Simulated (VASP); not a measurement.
Given:

```yaml
crystal:
  lattice:
    - [0.00000, 2.50912, 2.50912]
    - [2.50912, 0.00000, 2.50912]
    - [2.50912, 2.50912, 0.00000]
  atoms:
    - { symbol: Hf, position: [0.00000, 0.00000, 0.00000] }
    - { symbol: O, position: [0.25000, 0.25000, 0.25000] }
    - { symbol: O, position: [0.75000, 0.75000, 0.75000] }
```

All values below come from SCAN meta-GGA, VASP's PBE PAW potentials (set 64) (plane waves; VASP). Settings: 520 eV cut-off, 10×10×10 Γ-centred mesh, tetrahedra with Blöchl corrections, potentials Hf_pv O.

Unless said otherwise, spin-orbit coupling is left out, though it shifts the bands of the heavy elements here.

Estimate the energy per atom (σ→0), band gap (over mesh and band path) with the smallest direct gap where there is one.

The band gap (over mesh and band path) comes out as 4.27 eV. The smallest direct gap (over mesh and band path) is 4.27 eV and the energy per atom (σ→0) is -28.848 eV/atom.

Only differences to runs with the same potentials and settings are physical.

The compound is HfO2 in the fluorite structure, the high-temperature cubic form, which is unstable at 0 K; the monoclinic form is the stable one. It was relaxed first.
